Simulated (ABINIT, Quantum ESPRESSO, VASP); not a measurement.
AgI (F-43m, 2 atoms in the cell) computed with different codes at matched settings

Self-consistent single point.

```xyz
2
Lattice="-3.2500 0.0000 3.2500 0.0000 3.2500 3.2500 -3.2500 3.2500 0.0000" Properties=species:S:1:pos:R:3 pbc="T T T"
Ag     0.0000     0.0000     0.0000
I     -1.6250     1.6250     1.6250
```

Shared settings, as Quantum ESPRESSO writes them: occupations = smearing; smearing = fd; degauss = 0.0036749 Ry; K_POINTS = automatic 9 9 9 0 0 0. Potentials and cutoffs stand in the table.

| code | model | pressure (GPa) | gap on the mesh (eV) | cutoff |
|---|---|---|---|---|
| Quantum ESPRESSO | LDA (PZ), PSlibrary PAW (LDA) pseudopotentials | -2.82 | 1.042 | 50 Ry |
| ABINIT | LDA (PW92), norm-conserving pseudopotentials (PseudoDojo nc-sr-04 LDA standard) | -2.51 | 1.052 | 43 Ha |
| VASP | LDA (PZ), VASP's LDA PAW potentials (set 64) | – | 1.081 | 300 eV |

A dash marks a value that a program does not give, or that is left out as unsure.

Gaps are read on the mesh.

On Quantum ESPRESSO's run: spin-orbit coupling is off.

The spread over the programs that give each value: pressure within 0.31 GPa; gap on the mesh within 0.039 eV.

The same LDA comes in different parametrisations, which differ slightly.

VASP's run is marked for a possible Pulay error in its stress at this cutoff; no cutoff test was made.

The starting cell has typed, rounded lattice constants, without a prior relaxation at this level.

Left out of this page: Ansatz, GPAW, CP2K, Elk and SIESTA (not drawn, or without a comparable value).
